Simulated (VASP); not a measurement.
# CuGe3 (I4/mmm) in VASP: further runs

The runs below take CuGe3 through relaxation of cell and atoms, single point, with PBE, LDA.

Program: VASP 6.6.1. These are calculated values, not measurements. Logs are shortened: lines on timing, memory, paths and dates and some standing lists are left out, and cuts for length are marked.

### 1 The crystal as given

Symmetry: I4/mmm, No. 139, tetragonal system. Conventional cell: a = 4.220 Å, b = 4.220 Å, c = 8.454 Å, α = 90.00°, β = 90.00°, γ = 90.00°. Cu (site symmetry 4/mmm) has 12 Ge at 2.98 to 2.99 Å as nearest neighbours. Around Ge (site symmetry 4/mmm) lie 4 Cu at 2.98 Å and 8 Ge at 2.99 Å. Around Ge (site symmetry -4m2) lie 8 Ge at 2.98 to 2.99 Å and 4 Cu at 2.99 Å.

The cell was built by a generator and needn't be a form met in nature.

### 2 Relaxation of cell and atoms, PBE

Contents of INCAR:

```
SYSTEM = CuGe3
  PREC = Accurate
  ENCUT = 600
  EDIFF = 1E-6
  ISMEAR = 0
  SIGMA = 0.05
  LREAL = .False.
  LASPH = .True.
  NELM = 80
  ALGO = Normal
  ISIF = 3
  LWAVE = .False.
  LCHARG = .False.
  GGA = PE
  IBRION = 2
  NSW = 40
  EDIFFG = -0.02
```

Contents of KPOINTS:

```
regular mesh
0
Gamma
  9 9 9
  0 0 0
```

Contents of POSCAR:

```
CuGe3
1.0
   -2.1100886800      2.1100886800      4.2269054400
    2.1100886800     -2.1100886800      4.2269054400
    2.1100886800      2.1100886800     -4.2269054400
Cu Ge
1 3
Direct
    0.0000000000      0.0000000000      0.0000000000
    0.5000000000      0.5000000000      0.0000000000
    0.7500000000      0.2500000000      0.5000000000
    0.2500000000      0.7500000000      0.5000000000
```

Potentials or basis: VASP PAW PBE potentials, release 64 (Cu, Ge_d).

The run is started by

```sh
cat potpaw_PBE.64/Cu/POTCAR potpaw_PBE.64/Ge_d/POTCAR > POTCAR
mpirun -np 1 vasp_std > vasp.out
```

OUTCAR:

```text
SYSTEM = CuGe3
   PREC = Accurate
   ENCUT = 600
   EDIFF = 1E-6
   ISMEAR = 0
   LREAL = .False.
   LASPH = .True.
   NELM = 80
   ISIF = 3
   GGA = PE
   IBRION = 2
   NSW = 40
   EDIFFG = -0.02

 ion  position               nearest neighbor table
   1  0.000  0.000  0.000-
   2  0.500  0.500  0.000-
   3  0.750  0.250  0.500-
   4  0.250  0.750  0.500-

  LATTYP: Found a body centered tetragonal cell.
 ALAT       =     4.2201773600
 C/A-ratio  =     2.0031885295

  Lattice vectors:

 A1 = (  -2.1100886800,   2.1100886800,   4.2269054400)
 A2 = (   2.1100886800,  -2.1100886800,   4.2269054400)
 A3 = (   2.1100886800,   2.1100886800,  -4.2269054400)

Analysis of symmetry for initial positions (statically):
=====================================================================
 Subroutine PRICEL returns:
 Original cell was already a primitive cell.

 Routine SETGRP: Setting up the symmetry group for a
 body centered tetragonal supercell.

 Subroutine GETGRP returns: Found 16 space group operations
 (whereof 16 operations were pure point group operations)
 out of a pool of 16 trial point group operations.

The static configuration has the point symmetry D_4h.

Analysis of symmetry for dynamics (positions and initial velocities):
=====================================================================
 Subroutine PRICEL returns:
 Original cell was already a primitive cell.

 Routine SETGRP: Setting up the symmetry group for a
 body centered tetragonal supercell.

 Subroutine GETGRP returns: Found 16 space group operations
 (whereof 16 operations were pure point group operations)
 out of a pool of 16 trial point group operations.

The dynamic configuration has the point symmetry D_4h.

 Subroutine INISYM returns: Found 16 space group operations
 (whereof 16 operations are pure point group operations),
 and found     1 'primitive' translations

----------------------------------------------------------------------------------------

                                     Primitive cell

  volume of cell :      75.2808

  direct lattice vectors                    reciprocal lattice vectors
    -2.110088680  2.110088680  4.226905440     0.000000000  0.236956866  0.118289848
     2.110088680 -2.110088680  4.226905440     0.236956866  0.000000000  0.118289848
     2.110088680  2.110088680 -4.226905440     0.236956866  0.236956866  0.000000000

  length of vectors
     5.174135490  5.174135490  5.174135490     0.264841546  0.264841546  0.335107613

  position of ions in fractional coordinates (direct lattice)
     0.000000000  0.000000000  0.000000000
     0.500000000  0.500000000  0.000000000
     0.750000000  0.250000000  0.500000000
     0.250000000  0.750000000  0.500000000

  ion indices of the primitive-cell ions
   primitive index   ion index
                 1           1
                 2           2
                 3           3
                 4           4

----------------------------------------------------------------------------------------

 KPOINTS: regular mesh

Automatic generation of k-mesh.
 Grid dimensions read from file:
 generate k-points for:    9    9    9

 Generating k-lattice:

  Cartesian coordinates                     Fractional coordinates (reciprocal lattice)
     0.000000000  0.026328541  0.013143316     0.111111111 -0.000000000  0.000000000
     0.026328541  0.000000000  0.013143316    -0.000000000  0.111111111  0.000000000
     0.026328541  0.026328541  0.000000000     0.000000000  0.000000000  0.111111111

  Length of vectors
     0.029426838  0.029426838  0.037234179

  Shift w.r.t. Gamma in fractional coordinates (k-lattice)
     0.000000000  0.000000000  0.000000000

 Subroutine IBZKPT returns following result:
 ===========================================

 Found     75 irreducible k-points:

 Following reciprocal coordinates:
            Coordinates               Weight
  0.000000  0.000000  0.000000      1.000000
  0.111111 -0.000000  0.000000      8.000000
  0.222222  0.000000  0.000000      8.000000
  0.333333  0.000000  0.000000      8.000000
  0.444444  0.000000  0.000000      8.000000
  0.111111  0.111111  0.000000      8.000000
[... 16 lines left out ...]
 -0.333333  0.333333  0.000000      4.000000
  0.444444  0.444444  0.000000      8.000000
 [... further k-points ...]
   k-points           NKPTS =     75   k-points in BZ     NKDIM =     75   number of bands    NBANDS=     31
   number of dos      NEDOS =    301   number of ions     NIONS =      4
   total plane-waves  NPLWV =  74088
   dimension x,y,z NGX =    42 NGY =   42 NGZ =   42
   dimension x,y,z NGXF=    84 NGYF=   84 NGZF=   84
   ions per type =               1   3
   NGX,Y,Z   is equivalent  to a cutoff of  13.49, 13.49, 13.49 a.u.
   NGXF,Y,Z  is equivalent  to a cutoff of  26.99, 26.99, 26.99 a.u.
 SYSTEM =  CuGe3
   PREC   = accura    normal or accurate (medium, high low for compatibility)
   ISTART =      0    job   : 0-new  1-cont  2-samecut
   ICHARG =      2    charge: 1-file 2-atom 10-const
   ISPIN  =      1    spin polarized calculation?
   LNONCOLLINEAR =      F non collinear calculations
   LSORBIT =      F    spin-orbit coupling
   LASPH  =      T    aspherical Exc in radial PAW
   ENCUT  =  600.0 eV  44.10 Ry    6.64 a.u.  10.33 10.33 10.33*2*pi/ulx,y,z
   NELM   =     80;   NELMIN=  2; NELMDL= -5     # of ELM steps
   EDIFF  = 0.1E-05   stopping-criterion for ELM
   LREAL  =      F    real-space projection
   EDIFFG = -.2E-01   stopping-criterion for IOM
   NSW    =     40    number of steps for IOM
   IBRION =      2    ionic relax: 0-MD 1-quasi-New 2-CG
   NFREE  =      1    steps in history (QN), initial steepest desc. (CG)
   ISIF   =      3    stress and relaxation
   ISYM   =      2    0-nonsym 1-usesym 2-fastsym
   POTIM  = 0.5000    time-step for ionic-motion
   TEBEG  =    0.0;   TEEND  =   0.0 temperature during run
   PSTRESS=    0.0 pullay stress
   NELECT =      53.0000    total number of electrons
   NUPDOWN=      -1.0000    fix difference up-down
   EMIN   =  10.00;   EMAX   =-10.00  energy-range for DOS
   EFERMI =   0.00;   METHOD = LEGACY
   ISMEAR =     0;   SIGMA  =   0.05  broadening in eV -4-tet -1-fermi 0-gaus
   EFERMI_NEDOS =   21; number of points for ismear=-14 and -15
   IALGO  =     38    algorithm
   IMIX   =      4    mixing-type and parameters
     AMIX     =   0.40;   BMIX     =  1.00
     AMIX_MAG =   1.60;   BMIX_MAG =  1.00
  volume/ion in A,a.u.               =      18.82       127.00
  Fermi-wavevector in a.u.,A,eV,Ry     =   1.456371  2.752143 28.858197  2.121018
  Thomas-Fermi vector in A             =   2.573297
   LORBIT       =      0    0 simple, 1 ext, 2 COOP (PROOUT), +10 PAW based schemes
   GGA     = PE    functional components
   LHFCALC =     F    Hartree Fock is set to
   AEXX    =    0.0000 exact exchange contribution
   IVDW    =     0    specifies the selected vdW correction
   LEPSILON=     F    determine dielectric tensor
   LRPA    =     F    only Hartree local field effects (RPA)
 conjugate gradient relaxation of ions
 non-spin polarized calculation
 Gauss-broadening in eV      SIGMA  =   0.05
  energy-cutoff  :      600.00
  volume of cell :       75.28
 maximum number of plane-waves:      2536
 NGX is ok and might be reduce to    42
   NGX = 21   NGY = 21   NGZ = 21

--------------------------------------- Ionic step        1  -------------------------------------------

 number of electron      52.9999998 magnetization

 Free energy of the ion-electron system (eV)
  ---------------------------------------------------
  ext. energy  EPLUGINS =         0.00000000
  ---------------------------------------------------
  free energy    TOTEN  =       -15.96328953 eV

  energy without entropy =      -15.96085085  energy(sigma->0) =      -15.96207019

------------------------ aborting loop because EDIFF is reached ----------------------------------------

  FORCE on cell =-STRESS in cart. coord.  units (eV):
  Direction    XX          YY          ZZ          XY          YZ          ZX
  --------------------------------------------------------------------------------------
  -------------------------------------------------------------------------------------
  Total       -2.1075873     -2.1075873     -2.0677163      0.0000000      0.0000000      0.0000000
  in kB      -44.8551406    -44.8551406    -44.0065782      0.0000000      0.0000000      0.0000000
  external PRESSURE =     -44.5722865 kB  Pullay stress =       0.0000000 kB
[... 61 lines left out ...]
  energy  without entropy=      -16.0431145909  energy(sigma->0) =      -16.04400519

--------------------------------------- Ionic step        3  -------------------------------------------

 number of electron      53.0000003 magnetization

 Free energy of the ion-electron system (eV)
  ---------------------------------------------------
  ext. energy  EPLUGINS =         0.00000000
  ---------------------------------------------------
  free energy    TOTEN  =       -16.04505197 eV

  energy without entropy =      -16.04327552  energy(sigma->0) =      -16.04416374

 E-fermi :   6.8905     XC(G=0): -11.4348

 val. band max:        6.8834842145   @ k =   0.3333   0.1111   0.1111
 cond. band min:       6.9138497680   @ k =  -0.1111  -0.2222   0.1111
 fundamental gap:      0.0303655536
 Fermi energy:         6.8904929362

 k-point     1 :       0.0000    0.0000    0.0000
  band No.  band energies     occupation
      1     -18.0061      2.00000
      2     -17.9575      2.00000
      3     -17.9561      2.00000
      4     -17.9325      2.00000
      5     -17.9325      2.00000
      6     -17.9306      2.00000
[... 805 lines left out ...]
     30       9.8526      0.00000
     31      13.5390      0.00000

 [... further k-points ...]

------------------------ aborting loop because EDIFF is reached ----------------------------------------

  FORCE on cell =-STRESS in cart. coord.  units (eV):
  Direction    XX          YY          ZZ          XY          YZ          ZX
  --------------------------------------------------------------------------------------
  -------------------------------------------------------------------------------------
  Total        0.0320023      0.0320023     -0.0688316      0.0000000     -0.0000000      0.0000000
  in kB        0.7333523      0.7333523     -1.5773217      0.0000000     -0.0000000      0.0000000
  external PRESSURE =      -0.0368724 kB  Pullay stress =       0.0000000 kB
[... 19 lines left out ...]
  FREE ENERGIE OF THE ION-ELECTRON SYSTEM (eV)
  ---------------------------------------------------
  free  energy   TOTEN  =       -16.0450519688 eV

  energy  without entropy=      -16.0432755150  energy(sigma->0) =      -16.04416374

 reached required accuracy - stopping structural energy minimisation
```

Wall time 7.3 min (1 thread of Intel Xeon 6975P-C (Granite Rapids), shared host); peak memory 0.39 GiB.

Results:

| Item | Value |
| --- | --- |
| Free energy | -16.0451 eV |
| Relaxed volume | 17.48 Å³/atom |
| Relaxed cell | a = 5.049 Å, b = 5.049 Å, c = 5.049 Å, α = 131.88°, β = 131.88°, γ = 70.42° |
| Space group after relaxing (to 0.05 Å) | I4/mmm (No. 139) |
| Energy gained by relaxing | 20.4 meV/atom |
| Ionic steps | 3 |
| Pressure after relaxing | 0.0 GPa |
| Band gap on the k mesh | none (metal or under the smearing width) |

Stress tensor (GPa, compression positive):
```
 0.07  0.00  0.00
 0.00  0.07  0.00
 0.00  0.00 -0.16
```

Step by step:
| step | energy change (eV) | largest force (eV/Å) | pressure (GPa) | volume (Å³) |
| --- | --- | --- | --- | --- |
| 1 | 0.0000 | 0.0000 | -4.46 | 75.28 |
| 2 | -0.0816 | 0.0000 | 0.22 | 69.72 |
| 3 | -0.0818 | 0.0000 | 0.00 | 69.92 |

Final structure:
```
Cu Ge
1.0
    -2.05840    2.05840    4.12533
     2.05840   -2.05840    4.12533
     2.05840    2.05840   -4.12533
Cu Ge
1 3
Cartesian
  0.0000 0.0000 0.0000
  0.0000 0.0000 4.1253
  0.0000 2.0584 2.0627
  2.0584 0.0000 2.0627
```

### 3 Single point, LDA

Contents of run.py:

```python
from ase.calculators.vasp import Vasp
from ase.dft.bandgap import bandgap
from ase.spacegroup import crystal

atoms = crystal(
    ['Cu', 'Ge', 'Ge'],
    basis=[[0.0, 0.0, 0.0], [0.5, 0.5, 0.0], [0.0, 0.5, 0.25]],
    spacegroup=139,
    setting=1,
    cellpar=[4.22017736, 4.22017736, 8.45381088, 90.0, 90.0, 90.0],
    primitive_cell=True,
)
calc = Vasp(
    directory='calc',
    xc='lda',
    pp='LDA',
    setups={'base': 'minimal', 'Ge': '_h'},
    prec='Accurate',
    encut=900,
    ediff=1e-06,
    ismear=0,
    sigma=0.05,
    lreal=False,
    lasph=True,
    nelm=100,
    algo='Fast',
    isif=2,
    lwave=False,
    lcharg=True,
    lelf=True,
    lvhar=True,
    kpts=[9, 9, 9],
    gamma=True,
    nbands=34,
)
atoms.calc = calc

print('energy (eV):', atoms.get_potential_energy())
print('free energy (eV):', atoms.get_potential_energy(force_consistent=True))
print('forces (eV/A):')
print(atoms.get_forces())
print('stress (eV/A^3, Voigt):', atoms.get_stress())
print('Fermi level (eV):', calc.get_fermi_level())
gap, top, bottom = bandgap(calc)
print('band gap (eV):', gap, 'from (spin, k, band)', top, 'to', bottom)
```

Potentials or basis: VASP PAW LDA potentials, release 64 (Cu, Ge_h).

The run is started by

```sh
python run.py
```

It took 9.3 min on 1 thread of Intel Xeon 6975P-C (Granite Rapids), shared host; peak memory 0.55 GiB.

Results (log left out):

| Quantity | Value |
| --- | --- |
| Free energy | -18.6139 eV |
| Pressure | -9.9 GPa |
| Band gap on the k mesh | none (metal or under the smearing width) |

Stress tensor (GPa, compression positive):
```
-9.97  0.00  0.00
 0.00 -9.97  0.00
 0.00  0.00 -9.78
```

Levels at points of the mesh, in eV from the Fermi level:
```
           k point  band 22  band 23  band 24  band 25  band 26  band 27  band 28  band 29  band 30  band 31
(0.00, 0.00, 0.00)    -3.17    -2.71    -2.33    -0.93    -0.93    -0.49    -0.49     0.99     1.19     1.36
```

### 4 For comparison

An earlier run on the cell as given: functional PBE; potentials or basis VASP PAW PBE potentials, release 64 (Cu, Ge_d); cutoff 520 eV; k mesh 9 × 9 × 9; occupations fermi-dirac, width 0.05 eV; no spin polarisation.

* Pressure: -4.6 GPa
* Band gap on the k mesh: none (metal or under the smearing width)

### 5 Summary

```csv
task,level,potentials or basis,cell,cutoff (eV),smearing,gap on the mesh (eV),pressure (GPa)
relaxation of cell and atoms,PBE,"VASP PAW PBE potentials, release 64 (Cu, Ge_d)",relaxed,600,gaussian 0.05 eV,none,0.0
single point,LDA,"VASP PAW LDA potentials, release 64 (Cu, Ge_h)",as given,900,gaussian 0.05 eV,none,-9.9
single point,PBE,"VASP PAW PBE potentials, release 64 (Cu, Ge_d)",as given,520,fermi-dirac 0.05 eV,none,-4.6
```

Alike in all rows: no spin polarisation; k mesh 9 × 9 × 9.

Total energies depend on the potentials used, so only differences within one code and one set of settings carry meaning.
